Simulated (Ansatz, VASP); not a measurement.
# Ti3Zn: VASP beside Ansatz, part 2 of 3

One calculation is typed for both programs; each brings its own data sets and cutoff. How far apart do they land?  The structure shown is the end of the VASP relaxation below.

VASP 6.6.1 and Ansatz 0.2.0.

So far: The starting structure; VASP: relaxation, PBEsol.

### Step 3. Ansatz: single point, PBEsol

Level of this step: Ansatz beside VASP: Kohn-Sham DFT, plane waves, PBEsol (Ansatz).

Ansatz runs on its default PAW (the set named soft_2) files.

The same cell, functional, mesh and smearing now go to Ansatz, which takes its cutoff from its data sets.

File input.yaml:

```yaml
crystal:
  lattice:
    - [3.92665232, 0.0, 0.0]
    - [0.0, 3.92665232, 0.0]
    - [0.0, 0.0, 25.47850265]
  atoms:
    - { symbol: Ti, position: [0.5, 0.0, 0.29436581] }
    - { symbol: Ti, position: [0.0, 0.5, 0.29436581] }
    - { symbol: Ti, position: [0.0, 0.0, 0.37661948] }
    - { symbol: Ti, position: [0.0, 0.5, 0.45887316] }
    - { symbol: Ti, position: [0.5, 0.0, 0.45887316] }
    - { symbol: Ti, position: [0.5, 0.5, 0.53679782] }
    - { symbol: Ti, position: [0.5, 0.0, 0.61892991] }
    - { symbol: Ti, position: [0.0, 0.5, 0.61892991] }
    - { symbol: Ti, position: [0.0, 0.0, 0.69564896] }
    - { symbol: Zn, position: [0.5, 0.5, 0.37661948] }
    - { symbol: Zn, position: [0.0, 0.0, 0.53768497] }
    - { symbol: Zn, position: [0.5, 0.5, 0.6919768] }
hamiltonian:
  xc: pbesol
  pseudopotentials: { kind: paw }
kpoints:
  mp_grid: { grid: [5, 5, 1] }
scf:
  occupations: { method: methfessel_paxton, width: 0.1 }
  n_extra_bands: 7
efield:
  axis: 3
  dipole_correction: true
  ramp_width: 0.04
output:
  forces: true
  eigenvalues: true
```

Launch:

```console
ansatz run input.yaml --threads 4 --pin off --max-ram 9216MiB --backend cpu --events-out ev --progress --plain --runs-dir out
```

Numbers of over 12 decimals in the logs are rounded to 6 here.

Output:

```text
scf.n_extra_bands = 7 over 72 filled bands (N_el = 144.0): the run solves 79 bands
Engine: ansatz 0.2.0, aarch64-unknown-linux-gnu
Pseudopotentials: kind: paw
Pseudopotential: Ti, paw, valence charge 12, recommended cutoff 420 eV (normal), Ti.paw.azcp
Pseudopotential: Zn, paw, valence charge 12, recommended cutoff 420 eV (normal), Zn.paw.azcp
Functional definition: PBEsol
  exchange = pbesol_x
  correlation = pbesol_c
Crystal: 12 atoms, lattice volume = 392.843 Å³
Basis set: ecut = 420 eV, 7757 PW (Γ), exchange–correlation on 54×54×360 points (8 copies of the dense FFT grid, shifted against one another)
Bands: 79, of which v1, the nominal top of the filled ones, is band 72 counted from 1 (71 counted from 0)
Symmetry: 8 space group operations
Space group: P4mm (ITA 99), of the structure as read, at distance tolerance 7.3e-5 Å
k-points: 6 of 25
Non-local potential: Ti, projectors of the file, l = 0: 3, l = 1: 2, l = 2: 3, l = 3: 1
Non-local potential: Zn, projectors of the file, l = 0: 2, l = 1: 2, l = 2: 3, l = 3: 1
PAW form: soft (Blöchl's): semilocal exchange-correlation on the pseudo side does not see the compensation charge
PAW frozen core: Ti, regenerated for the run's functional, and the local potential with it (the file was generated under x = pbe(κ = 0.804, μ = 0.219515), c = pbe(β = 0.066725))
PAW frozen core: Zn, regenerated for the run's functional, and the local potential with it (the file was generated under x = pbe(κ = 0.804, μ = 0.219515), c = pbe(β = 0.066725))
PAW one-centre angular grid: Ti, 590 points (default); XC on 64 Gauss nodes
PAW one-centre angular grid: Zn, 590 points (default); XC on 64 Gauss nodes
Initial density: superposition of atomic densities (neutral atoms: chi_scale 0, normalization atom), corrected by the library's trained network
Initial wavefunctions: pseudopotential atomic-orbital guess
Functional: x = pbesol(κ = 0.804, μ = 0.123457), c = pbesol(β = 0.046)
SCF iter   1: F=—  HF=-32105.393798 eV  |F-HF|=—  |Δ(HF+E_count)|=         —  Δρ=7.58e-3  dr2=1.69e0  ethr=1.77e-3  p=0.001 e·Å  D=6.31e-4 V/Å  ΔV_dip=-0.02 eV  dr2_dipole=6.06e-1  V_vac-E_F(+/−)=3.97/3.99 eV  ⟨swp⟩=9.3  Hψ=2237  notcnv=0
efield: sawtooth ramp at fractional position 0.9750 (placed from the atoms, in the widest stretch of the axis that holds none; the zero of the levels goes with the place), width 0.0400; the density the first Hamiltonian is built on has a dipole p = 0.001 e·Å; the dipole correction subtracts the counter field D = 6.31e-4 V/Å, which shifts the + side's vacuum level by -0.02 eV against the − side's; the planar-averaged density in the ramp window peaks in size at 9.1e-5 e/Å³
preconditioner: auto → LDOS  [metal: Δε(μ)=0.037 eV  Ē_g=4.374 eV  σ=0.100 eV  W_gap=0.30  n_scr=82 (ndim 8)  ℏωp=15.9 eV  f_vac=0.458  D(μ)=20.86/eV (n_scr^D=176)  β→1.0]
SCF iter   2: F=—  HF=-32105.371730 eV  |F-HF|=—  |Δ(HF+E_count)|=   2.21e-2  S|Δr|=    0.00e0  Δρ=6.45e-3  dr2=4.46e-1  ethr=1.17e-3  p=0.029 e·Å  D=1.33e-2 V/Å  ΔV_dip=-0.34 eV  dr2_dipole=2.03e-2  V_vac-E_F(+/−)=3.84/4.17 eV  ⟨swp⟩=2.2  Hψ=693  notcnv=0  defer=2
SCF iter   3: F=—  HF=-32105.342216 eV  |F-HF|=—  |Δ(HF+E_count)|=   2.95e-2  S|Δr|=    0.00e0  Δρ=2.75e-3  dr2=6.61e-2  ethr=3.09e-4  p=0.030 e·Å  D=1.37e-2 V/Å  ΔV_dip=-0.35 eV  dr2_dipole=1.60e-4  V_vac-E_F(+/−)=3.78/4.13 eV  ⟨swp⟩=2.0  Hψ=701  notcnv=0  defer=2
SCF iter   4: F=—  HF=-32105.336913 eV  |F-HF|=—  |Δ(HF+E_count)|=   5.30e-3  S|Δr|=    0.00e0  Δρ=8.95e-4  dr2=5.02e-3  ethr=4.59e-5  p=0.034 e·Å  D=1.57e-2 V/Å  ΔV_dip=-0.40 eV  dr2_dipole=8.65e-5  V_vac-E_F(+/−)=3.76/4.16 eV  ⟨swp⟩=2.0  Hψ=769  notcnv=0  defer=1
SCF iter   5: F=—  HF=-32105.336294 eV  |F-HF|=—  |Δ(HF+E_count)|=   6.19e-4  S|Δr|=    0.00e0  Δρ=3.36e-4  dr2=1.11e-3  ethr=3.48e-6  p=0.036 e·Å  D=1.67e-2 V/Å  ΔV_dip=-0.43 eV  dr2_dipole=4.32e-5  V_vac-E_F(+/−)=3.74/4.16 eV  ⟨swp⟩=2.0  Hψ=684  notcnv=0  defer=1
SCF iter   6: F=—  HF=-32105.336360 eV  |F-HF|=—  |Δ(HF+E_count)|=   6.61e-5  S|Δr|=    0.00e0  Δρ=2.32e-4  dr2=5.80e-4  ethr=7.73e-7  p=0.039 e·Å  D=1.82e-2 V/Å  ΔV_dip=-0.46 eV  dr2_dipole=6.61e-5  V_vac-E_F(+/−)=3.71/4.17 eV  ⟨swp⟩=2.0  Hψ=686  notcnv=0  defer=1
SCF iter   7: F=—  HF=-32105.336358 eV  |F-HF|=—  |Δ(HF+E_count)|=   2.19e-6  S|Δr|=    0.00e0  Δρ=8.02e-5  dr2=2.08e-4  ethr=4.03e-7  p=0.042 e·Å  D=1.93e-2 V/Å  ΔV_dip=-0.49 eV  dr2_dipole=8.58e-5  V_vac-E_F(+/−)=3.69/4.18 eV  ⟨swp⟩=2.0  Hψ=668  notcnv=0  defer=1
SCF iter   8: F=—  HF=-32105.336363 eV  |F-HF|=—  |Δ(HF+E_count)|=   5.19e-6  S|Δr|=    0.00e0  Δρ=3.88e-5  dr2=4.09e-5  ethr=1.45e-7  p=0.043 e·Å  D=1.98e-2 V/Å  ΔV_dip=-0.51 eV  dr2_dipole=1.73e-5  V_vac-E_F(+/−)=3.68/4.18 eV  ⟨swp⟩=1.5  Hψ=482  notcnv=0  defer=1
SCF iter   9: F=—  HF=-32105.336013 eV  |F-HF|=—  |Δ(HF+E_count)|=   3.50e-4  S|Δr|=    0.00e0  Δρ=1.66e-5  dr2=2.20e-6  ethr=2.84e-8  p=0.043 e·Å  D=2.00e-2 V/Å  ΔV_dip=-0.51 eV  dr2_dipole=1.02e-7  V_vac-E_F(+/−)=3.67/4.18 eV  ⟨swp⟩=2.0  Hψ=544  notcnv=0  defer=1
SCF iter  10: F=—  HF=-32105.336013 eV  |F-HF|=—  |Δ(HF+E_count)|=   1.86e-7  S|Δr|=    0.00e0  Δρ=6.85e-6  dr2=6.04e-7  ethr=1.53e-9  p=0.044 e·Å  D=2.01e-2 V/Å  ΔV_dip=-0.51 eV  dr2_dipole=7.11e-10  V_vac-E_F(+/−)=3.67/4.18 eV  ⟨swp⟩=2.5  Hψ=693  notcnv=0  defer=1
SCF iter  11: F=—  HF=-32105.336013 eV  |F-HF|=—  |Δ(HF+E_count)|=   2.65e-7  S|Δr|=    0.00e0  Δρ=4.32e-6  dr2=3.30e-7  ethr=4.19e-10  p=0.044 e·Å  D=2.01e-2 V/Å  ΔV_dip=-0.51 eV  dr2_dipole=6.18e-8  V_vac-E_F(+/−)=3.67/4.18 eV  ⟨swp⟩=2.3  Hψ=698  notcnv=0  defer=1
SCF iter  12: F=-32105.336013 eV  HF=-32105.336013 eV  |F-HF|=1.19e-8  |Δ(HF+E_count)|=  2.69e-10  S|Δr|=    0.00e0  Δρ=1.84e-6  dr2=3.92e-8  ethr=6.94e-11  p=0.044 e·Å  D=2.01e-2 V/Å  ΔV_dip=-0.51 eV  dr2_dipole=1.47e-9  V_vac-E_F(+/−)=3.67/4.18 eV  ⟨swp⟩=6.3  Hψ=2079  notcnv=0
SCF 1 converged in 12 iterations: F = -32105.336013 eV  dr2 = 3.92e-8
  greatest PAW one-centre occupation: 0.999 electrons in one spin orbital (limit 2), on the Ti atom at site 7 (counted from 0), in its partial waves of l = 0
SCF converged after 12 iterations
Stability not checked: this state was not tested for a lower state beside it, because cold or Methfessel-Paxton smearing, or corrected tetrahedra, fill the levels in a way that the test cannot read (fill_not_monotonic; see scf.lower_state_search)
Free energy (F): -32105.336013 eV
Harris-Foulkes:  -32105.336013 eV  (|F-HF|=1.19e-8)
Internal energy: -32105.325875 eV  (E = F + TS)
E sigma→0 (E₀):  -32105.333479 eV
Entropy (-TS):   -0.010138 eV (-0.845 meV/atom)
Fermi energy:    4.531056 eV
Step filling:    the computed levels leave a gap of 0.0173 eV = 0.2 smearing widths at the electron count; against every level under it full and every level over it empty, smearing changes F+E_penalty+E_count by -6.296 meV and its σ→0 estimate by -3.762 meV
Dipole field:    D = 0.020087 V/Å  (p = 0.043609 e·Å, saw-weighted, corrected)
Work function:   Φ+ = 3.6723 eV   Φ− = 4.1841 eV
Levels:          The Fermi level and band energies are counted from a zero that moves with the ramp; work functions are not
--- Per-component energies (eV) ---
  E_band       = -2398.340559
  E_kinetic    = 2848.438968
  E_local      = -153348.770755  (includes V_loc(G=0)·N_el)
  E_nonlocal   = 1915.373291
  E_hartree    = 75067.135375
  E_xc         = -1279.927475
  E_vxc        = -1254.104634  (∫ρ·V_xc dr)
  E_paw        = -14557.890717  (= ΣΔE_a)
  E_vpaw       = -2693.425857  (= ΣTr[D̂ρ^β])
  E_aug_tail   = -0.000021  (compensation charges beyond the density's cutoff)
  E_efield     = 0.000438  (sawtooth field / dipole correction)
  E_vefield    = -0.119478  (∫n·V_field dr)
  E_ewald      = 57246.668498
  E_core_change = 3.646524  (= ΣΔE_core)
  E_smearing   = -0.010138  (= −TS)
  E_closure    = 0.000000  (closes the sum)
  Σ components = -32105.336013   (vs F -32105.336013, Δ=0.00e0)
--- Forces (eV/Å), atoms counted from 1 ---
  atom   1  Ti     0.00000000     0.00000000     0.67302361
  atom   2  Ti    -0.00000000     0.00000000     0.67302361
  atom   3  Ti    -0.00000000     0.00000000    -0.90068197
  atom   4  Ti     0.00000000     0.00000000    -0.09603082
  atom   5  Ti     0.00000000     0.00000000    -0.09603082
  atom   6  Ti     0.00000000     0.00000000    -0.01399741
  atom   7  Ti     0.00000000     0.00000000     0.01232690
  atom   8  Ti     0.00000000     0.00000000     0.01232690
  atom   9  Ti    -0.00000000     0.00000000    -0.01894870
  atom  10  Zn    -0.00000000     0.00000000    -0.25151090
  atom  11  Zn    -0.00000000     0.00000000     0.02512356
  atom  12  Zn    -0.00000000     0.00000000    -0.01852869
  max |Σ_I F_I| component: 9.53e-5 eV/Å
--- Band table (eV; the first three rows and the last of 6) ---
  k-point 0: bands = [... 68 lower, 4.1001, 4.1001, 4.2095, 4.4754, 4.6534, 5.0203, 5.1881, 5.1881, ... 3 higher]
  k-point 1: bands = [... 68 lower, 4.0510, 4.1278, 4.2545, 4.5586, 4.6452, 4.9298, 5.0473, 5.1326, ... 3 higher]
  k-point 2: bands = [... 68 lower, 4.0694, 4.2187, 4.3026, 4.4562, 4.6150, 4.9606, 5.0282, 5.1865, ... 3 higher]
  k-point 5: bands = [... 68 lower, 4.2294, 4.3738, 4.4076, 4.5257, 4.5996, 4.7039, 4.9837, 4.9924, ... 3 higher]
```

It took 8 s on 4 threads of Arm Neoverse V1, shared host; peak memory 0.91 GiB.

The column dr2 measures how far the density is from self-consistency, as an energy; F and HF (Harris–Foulkes) agree once it is small.

### Step 4. Side by side

Known differences besides the PAW data sets themselves: the data sets hold 144 valence electrons in Ansatz (default PAW (the set named soft_2) files) and 126 in VASP; the cutoff is 420 eV in Ansatz and 300 eV in VASP (PREC = Normal); Ansatz makes its cores anew for this functional, VASP keeps those of its PBE data sets; VASP leaves aspherical gradient terms in its spheres out (LASPH is not set), Ansatz keeps them. Total energies have different zeros and are not compared.

Forces on 10 of the 12 atoms, picked by the larger force of the two programs (eV/Å; atoms numbered as in POSCAR):

| atom | Ansatz x, y, z | VASP x, y, z |
| --- | --- | --- |
| Ti1 | 0.000, 0.000, 0.673 | 0.000, 0.000, 0.663 |
| Ti2 | 0.000, 0.000, 0.673 | 0.000, 0.000, 0.663 |
| Ti3 | 0.000, 0.000, -0.901 | 0.000, 0.000, -0.895 |
| Ti4 | 0.000, 0.000, -0.096 | 0.000, 0.000, -0.096 |
| Ti5 | 0.000, 0.000, -0.096 | 0.000, 0.000, -0.096 |
| Ti6 | 0.000, 0.000, -0.014 | 0.000, 0.000, -0.017 |
| Ti9 | 0.000, 0.000, -0.019 | 0.000, 0.000, -0.016 |
| Zn10 | 0.000, 0.000, -0.252 | 0.000, 0.000, -0.243 |
| Zn11 | 0.000, 0.000, 0.025 | 0.000, 0.000, 0.026 |
| Zn12 | 0.000, 0.000, -0.019 | 0.000, 0.000, 0.000 |

The forces differ by 4.7 meV/Å r.m.s., which is 2.1 % of the r.m.s. force of 0.22 eV/Å (both taken over all components, held atoms included).

### Step 5. VASP: band structure, PBEsol

The same path points are solved in both programs, so levels can be compared one by one.

File INCAR:

```
SYSTEM = Ti3Zn
PREC = Normal
ENCUT = 300
EDIFF = 1E-06
NELM = 120
ISMEAR = 1
SIGMA = 0.1
LREAL = .FALSE.
ALGO = Fast
GGA = PS
NBANDS = 94
LORBIT = 11
LWAVE = .TRUE.
LCHARG = .TRUE.
IDIPOL = 3
LDIPOL = .TRUE.
DIPOL = 0.5 0.5 0.497
LVHAR = .TRUE.
LVACPOTAV = .TRUE.
LELF = .TRUE.
NEDOS = 1500
```

File POSCAR:

```
Ti3Zn
1.0
    3.9266523200      0.0000000000      0.0000000000
    0.0000000000      3.9266523200      0.0000000000
    0.0000000000      0.0000000000     25.4785026500
Ti Zn
9 3
Direct
    0.5000000000      0.0000000000      0.2943658100
    0.0000000000      0.5000000000      0.2943658100
    0.0000000000      0.0000000000      0.3766194800
    0.0000000000      0.5000000000      0.4588731600
    0.5000000000      0.0000000000      0.4588731600
    0.5000000000      0.5000000000      0.5367978232
    0.5000000000      0.0000000000      0.6189299109
    0.0000000000      0.5000000000      0.6189299109
    0.0000000000      0.0000000000      0.6956489625
    0.5000000000      0.5000000000      0.3766194800
    0.0000000000      0.0000000000      0.5376849654
    0.5000000000      0.5000000000      0.6919767990
```

File KPOINTS:

```
Automatic mesh
0
Gamma
5 5 1
0 0 0
```

File KPOINTS_OPT:

```
Line mode
14
Line-mode
Reciprocal
  0.50000000   0.50000000   0.00000000 M
  0.00000000   0.00000000   0.00000000 GAMMA

  0.00000000   0.00000000   0.00000000 GAMMA
  0.00000000   0.50000000   0.00000000 X

  0.00000000   0.50000000   0.00000000 X
  0.50000000   0.50000000   0.00000000 M
```

Potentials, in the order of the species: Ti_pv and Zn (PBE family, release 64).

Launch:

```console
mpirun -np 2 vasp_std
```

Output:

```text
[banner, memory and clock lines left out]
running    2 mpi-ranks, on    1 nodes
[...]
[... a notice as in an earlier step ...]

 LDA part: xc-table for (Slater+PW92), standard interpolation
 POSCAR, INCAR and KPOINTS ok, starting setup
[...]
entering main loop
       N       E                     dE             d eps       ncg     rms          rms(c)
DAV:   1     0.109108678559E+04    0.10911E+04   -0.49800E+04  1176   0.966E+02
DAV:   2    -0.120695661847E+02   -0.11032E+04   -0.10626E+04  1128   0.371E+02
DAV:   3    -0.895503804768E+02   -0.77481E+02   -0.72847E+02  1312   0.113E+02
DAV:   4    -0.922357739616E+02   -0.26854E+01   -0.26289E+01  1384   0.203E+01
[...]
RMM:  34    -0.771022927292E+02   -0.25391E-05   -0.20062E-07   797   0.134E-03    0.238E-03
RMM:  35    -0.771022947638E+02   -0.20346E-05   -0.16891E-07   793   0.127E-03    0.186E-03
RMM:  36    -0.771022951908E+02   -0.42698E-06   -0.53298E-08   638   0.877E-04
|                                                                             |
[...]
1 F= -.77102295E+02 E0= -.77098887E+02  d E =-.102252E-01
 Start KPOINTS_OPT (optional k-point list driver)
k-point batch [1-6\42]
       N       E                     dE             ncg
DAV:   1    -0.518297291382E+04   -0.23328E+05     1232
DAV:   2    -0.112639576498E+05   -0.60810E+04     1128
DAV:   3    -0.116925976436E+05   -0.42864E+03     1346
DAV:   4    -0.117090195111E+05   -0.16422E+02     1376
DAV:   5    -0.117095002712E+05   -0.48076E+00     1416
DAV:   6    -0.117095252954E+05   -0.25024E-01     1442
DAV:   7    -0.117095257213E+05   -0.42590E-03     1520
DAV:   8    -0.117095257342E+05   -0.12895E-04     1368
DAV:   9    -0.117095257349E+05   -0.67943E-06      944
[...]
k-point batch [37-42\42]
       N       E                     dE             ncg
DAV:   1    -0.517043251233E+04   -0.24672E+05     1232
DAV:   2    -0.112553087209E+05   -0.60849E+04     1128
DAV:   3    -0.116841302351E+05   -0.42882E+03     1338
DAV:   4    -0.117008487959E+05   -0.16719E+02     1384
DAV:   5    -0.117013257457E+05   -0.47695E+00     1434
DAV:   6    -0.117013521174E+05   -0.26372E-01     1472
DAV:   7    -0.117013525262E+05   -0.40871E-03     1512
DAV:   8    -0.117013525346E+05   -0.84195E-05     1344
DAV:   9    -0.117013525348E+05   -0.22320E-06      930
 writing wavefunctions
```

(Part 2 of 3 ends here.)

[Lines on the potential files, build, host, timing and source positions are cut from VASP's logs without a mark.]

[Logs are printed without paths, hosts, clocks, repeated set-up lines and the standing remarks that a program may print on its own settings, such as how far it seeks lower states.]

[Hosts, paths, dates, database ids (printed as entryN), source tags and the programs' standing remarks are cut or masked in the printed files.]
